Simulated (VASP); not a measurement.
```xyz
12
Lattice="0.0000 5.1349 0.0185 5.2088 0.0000 0.0000 0.0000 -0.8691 -5.2350" Properties=species:S:1:pos:R:3 pbc="T T T"
Zr     4.9839     3.0250    -4.1248
Zr     2.3795     0.8062    -3.7092
Zr     0.2250     1.2408    -1.0917
Zr     2.8294     3.4596    -1.5073
O      3.4741     4.2140    -3.4157
O      0.8697    -0.3827    -4.4182
O      1.7347     0.0518    -1.8007
O      4.3392     4.6485    -0.7982
O      1.2643     2.3765    -2.7164
O      3.8687     1.4547    -5.1175
O      3.9446     1.8893    -2.5001
O      1.3401     2.8111    -0.0989
```

All values below come from PBEsol GGA, VASP's PBE PAW potentials (set 64) (plane waves; VASP). Numerical set-up: 520 eV cut-off, 5×5×5 Γ-centred mesh, tetrahedra with Blöchl corrections, potentials Zr_sv O.

The cores are frozen, which limits the accuracy of field gradients.

Task: Give the principal components of the electric field gradient (V/Å²) and the asymmetry η at each nucleus.

Result: 
```tsv
atom	Vxx	Vyy	Vzz	η
Zr1	-29.6	-25.0	54.5	0.08
Zr2	-29.6	-25.0	54.5	0.08
Zr3	-29.6	-25.0	54.5	0.08
Zr4	-29.6	-25.0	54.5	0.08
O5	-6.2	-1.9	8.1	0.54
O6	-6.2	-1.9	8.1	0.54
O7	-6.2	-1.9	8.1	0.54
O8	-6.2	-1.9	8.1	0.54
O9	-9.4	-2.4	11.9	0.59
O10	-9.4	-2.4	11.9	0.59
O11	-9.4	-2.4	11.9	0.59
O12	-9.4	-2.4	11.9	0.59
```

The compound is ZrO2 in the monoclinic structure. It was relaxed first.
